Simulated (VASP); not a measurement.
## Ge3B2C3: phonons with PBE

Crystal: Ge3B2C3.

```xyz
8
Lattice="3.1150 1.7984 2.6551 -3.1150 1.7984 2.6551 0.0000 -3.5969 2.6551" Properties=species:S:1:pos:R:3 pbc="T T T"
Ge    1.5785    0.9113    5.2428
Ge   -1.5785    0.9113    5.2428
Ge    0.0000   -1.8227    5.2428
B     0.0000    0.0000    0.0591
B     0.0000    0.0000    6.2625
C     0.0000   -1.9800    3.2716
C    -1.7148    0.9900    3.2716
C     1.7148    0.9900    3.2716
```

The cell was built by a generator and needn't be a form met in nature.

- Program: VASP 6.6.1
- Task: phonons
- Functional: PBE
- Potentials or basis: VASP PAW PBE potentials, release 64 (Ge_d, B, C)
- Cutoff: 520 eV
- k mesh: 8 × 8 × 8
- Occupations: gaussian, width 0.1 eV
- Spin: no spin polarisation
- By perturbation theory: no
- Further INCAR settings: ALGO = Normal; EDIFF = 1e-08; IBRION = 6; POTIM = 0.015; NSW = 1

| Quantity | Value |
| --- | --- |
| Highest phonon frequency at Γ, LO-TO splitting left out | 777 cm⁻¹ |

Phonon frequencies in cm⁻¹ (negative: imaginary):
| q point | frequencies |
| --- | --- |
| (0.000, 0.000, 0.000) | 0 0 0 191 191 197 239 248 248 410 410 475 513 513 603 618 623 623 681 681 712 721 721 777 |

It took 15 min on 8 MPI ranks on Intel(R) Xeon(R) Platinum 8488C (Sapphire Rapids), on a shared host, peak memory 1.1 GiB a rank.
